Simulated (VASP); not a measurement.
Consider the following.

```yaml
crystal:
  lattice:
    - [-0.00463, 5.94941, 5.94719]
    - [5.94941, -0.00463, 5.94719]
    - [2.97239, 2.97239, 0.00000]
  atoms:
    - { symbol: Hg, position: [0.99315, 0.99315, 0.01371] }
    - { symbol: Hg, position: [0.99608, 0.51009, 0.99383] }
    - { symbol: Hg, position: [0.51009, 0.99608, 0.99383] }
    - { symbol: Hg, position: [0.50039, 0.50039, 0.99923] }
    - { symbol: Se, position: [0.12597, 0.12597, 0.24805] }
    - { symbol: S, position: [0.12657, 0.62343, 0.25000] }
    - { symbol: S, position: [0.62343, 0.12657, 0.25000] }
    - { symbol: S, position: [0.62433, 0.62433, 0.25134] }
```

These are PBEsol GGA, VASP's PBE PAW potentials (set 64) (plane waves; VASP) values and carry that method's errors. Numerical set-up: 400 eV cut-off, Gaussian smearing of 0.050 eV, potentials Hg Se S.

Task: Give the energies of bands 27 to 40 at the high-symmetry points, in eV from the Fermi level.

Result: 
| band | Γ | Y | C0 | Z | A0 | T | S | R |
|---|---|---|---|---|---|---|---|---|
| 27 | -4.92 | -3.00 | -3.30 | -4.27 | -4.73 | -4.92 | -3.14 | -4.74 |
| 28 | -2.33 | -2.95 | -3.25 | -4.22 | -4.71 | -4.91 | -3.04 | -4.72 |
| 29 | -2.33 | -2.37 | -2.82 | -2.83 | -2.34 | -2.42 | -2.36 | -2.43 |
| 30 | -1.10 | -2.37 | -1.67 | -2.77 | -2.33 | -2.33 | -2.28 | -2.40 |
| 31 | -1.02 | -1.38 | -1.52 | -2.46 | -2.31 | -2.32 | -1.79 | -2.33 |
| 32 | -0.99 | -1.38 | -1.38 | -2.37 | -2.16 | -2.24 | -1.58 | -2.17 |
| 33 | -0.89 | -1.27 | -1.33 | -2.35 | -1.61 | -1.11 | -0.66 | -1.81 |
| 34 | -0.75 | -1.14 | -1.17 | -2.27 | -1.40 | -1.00 | -0.66 | -1.78 |
| 35 | -0.05 | -1.09 | -1.10 | -1.11 | -1.13 | -0.94 | -0.42 | -1.64 |
| 36 | -0.03 | -0.72 | -0.49 | -0.86 | -1.07 | -0.86 | -0.36 | -1.43 |
| 37 | 0.00 | 2.20 | 1.96 | 2.54 | 1.80 | 1.28 | 1.09 | 2.72 |
| 38 | 1.31 | 2.26 | 2.20 | 2.62 | 1.93 | 1.38 | 1.28 | 2.79 |
| 39 | 1.40 | 2.57 | 2.30 | 3.62 | 3.03 | 2.96 | 2.76 | 2.87 |
| 40 | 2.97 | 2.70 | 3.01 | 3.64 | 3.05 | 2.98 | 2.91 | 2.91 |

It has no gap at this level: it comes out as a metal or semimetal.

The structure was generated: Hg4S3Se was put into an ordered model structure (Amm2), which need not be its known phase. It was relaxed first.
